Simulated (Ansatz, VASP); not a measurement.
## P4Pt in VASP and in Ansatz

INCAR

```
  ALGO = Normal
  EDIFF = 1E-6
  EDIFFG = -0.01
  ENCUT = 600
  GGA = PE
  IBRION = 2
  ISIF = 3
  ISMEAR = 0
  LASPH = True
  LCHARG = False
  LREAL = False
  LWAVE = False
  NELM = 100
  NSW = 100
  PREC = Accurate
  SIGMA = 0.1
```

Contents of KPOINTS:

```
k-points
0
Gamma
  8 8 8
```

File POSCAR:

```
P4Pt
1.0
    4.6773029415      0.0000000000      0.0000000000
    0.0000000000      4.6773029415      0.0000000000
    0.0000000000      0.0000000000      4.6773029415
P Pt
4 1
Direct
    0.0000000000      0.5000000000      0.5000000000
    0.5000000000      0.0000000000      0.5000000000
    0.5000000000      0.5000000000      0.0000000000
    0.0000000000      0.0000000000      0.0000000000
    0.5000000000      0.5000000000      0.5000000000
```

Input for Ansatz:

```yaml
crystal:
  lattice:
    - [4.6773029415, 0.0, 0.0]
    - [0.0, 4.6773029415, 0.0]
    - [0.0, 0.0, 4.6773029415]
  atoms:
    - { symbol: P, position: [0.0, 0.5, 0.5] }
    - { symbol: P, position: [0.5, 0.0, 0.5] }
    - { symbol: P, position: [0.5, 0.5, 0.0] }
    - { symbol: P, position: [0.0, 0.0, 0.0] }
    - { symbol: Pt, position: [0.5, 0.5, 0.5] }
basis:
  ecutwfc: 420
kpoints:
  mp_grid: { grid: [8, 8, 8] }
hamiltonian:
  xc: pbe
scf:
  occupations: { method: gaussian, width: 0.1 }
output:
  forces: true
  stress: true
  eigenvalues: true
relax:
  adjacent_minimum: "off"
  f_tol: 0.01
  max_steps: 80
  cell: { stress_tol: 0.05 }
```

Alike in both runs: task relaxation of cell and atoms; functional PBE; k mesh 8 × 8 × 8; occupations gaussian, width 0.1 eV; no spin polarisation.

```csv
,VASP,Ansatz
version,VASP 6.6.1,Ansatz 0.2.0
potentials or method,"VASP PAW PBE potentials, release 64 (P, Pt)","scalar-relativistic, plane waves, PAW"
plane-wave cutoff (eV),600,420
valence electrons in the cell,30,38
```

```tsv
	VASP	Ansatz	Ansatz less VASP
gap on the k mesh at the Fermi level, each at its own relaxed structure (eV)	none	none	-
relaxed volume (Å³/atom)	20.32	20.35	+0.027
relaxed cell length with the largest relative difference (Å)	4.666	4.668	+0.0021
```

A gap of «none» marks a metal or a gap that the smearing closes. The two sets of potentials don't hold the same shells in valence.

The runs have no spin-orbit coupling, so splittings on Pt are missing.
